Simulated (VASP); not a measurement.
Input:

```
CELL_PARAMETERS angstrom
      0.00000     3.35963     3.35963
      3.35963     0.00000     3.35963
      3.35963     3.35963     0.00000
ATOMIC_POSITIONS crystal
  In 0.00000 0.00000 0.00000
  Bi 0.25000 0.25000 0.25000
```

Calculation: PBEsol GGA, VASP's PBE PAW potentials (set 64) (plane waves; VASP 6.6.1). Settings: 400 eV cut-off, 11×11×11 Γ-centred mesh, tetrahedra with Blöchl corrections, potentials In_d Bi_d.

Unless said otherwise, spin-orbit coupling is left out, though it shifts the bands of the heavy elements here.

### Question
Tabulate the total density of states (states/eV per cell) against energy (eV; zero at the valence-band maximum or, without a gap, the Fermi level).

### Answer

(E (eV), DOS (states/eV)): (-9.95, 0.00); (-9.83, 0.00); (-9.60, 0.00); (-9.48, 0.00); (-9.25, 0.00); (-9.13, 0.00); (-8.89, 0.00); (-8.78, 0.00); (-8.54, 0.00); (-8.43, 0.00); (-8.31, 0.00); (-8.07, 0.00); (-7.96, 0.00); (-7.72, 0.00); (-7.60, 0.00); (-7.37, 0.00); (-7.25, 0.00); (-7.02, 0.00); (-6.90, 0.00); (-6.78, 0.00); (-6.55, 0.00); (-6.43, 0.00); (-6.20, 0.00); (-6.08, 0.00); (-5.84, 0.00); (-5.73, 0.53); (-5.49, 3.53); (-5.37, 2.15); (-5.26, 1.32); (-5.02, 0.82); (-4.90, 0.66); (-4.67, 0.50); (-4.55, 0.43); (-4.32, 0.32); (-4.20, 0.29); (-3.97, 0.23); (-3.85, 0.20); (-3.73, 0.17); (-3.50, 0.14); (-3.38, 0.13); (-3.14, 0.10); (-3.03, 0.08); (-2.79, 1.74); (-2.67, 1.91); (-2.56, 1.59); (-2.32, 1.50); (-2.21, 1.69); (-1.97, 2.07); (-1.85, 2.06); (-1.62, 1.91); (-1.50, 1.88); (-1.27, 1.74); (-1.15, 1.71); (-1.03, 1.67); (-0.80, 1.07); (-0.68, 0.83); (-0.45, 0.52); (-0.33, 0.38); (-0.09, 0.18); (0.03, 0.07); (0.26, 0.14); (0.38, 0.23); (0.49, 0.33); (0.73, 0.51); (0.85, 0.59); (1.08, 0.71); (1.20, 0.93); (1.43, 2.01); (1.55, 2.56); (1.78, 1.71); (1.90, 1.06); (2.02, 1.20); (2.25, 0.87); (2.37, 0.85); (2.61, 0.97); (2.72, 0.97); (2.96, 0.93); (3.08, 1.02); (3.31, 1.58); (3.43, 2.62)
Within 2 eV below the Fermi level the largest weight inside VASP's projection spheres is Bi p, then In p.

The structure was generated: InBi was put into the zinc blende type (F-43m), which need not be its known phase. It was relaxed first.
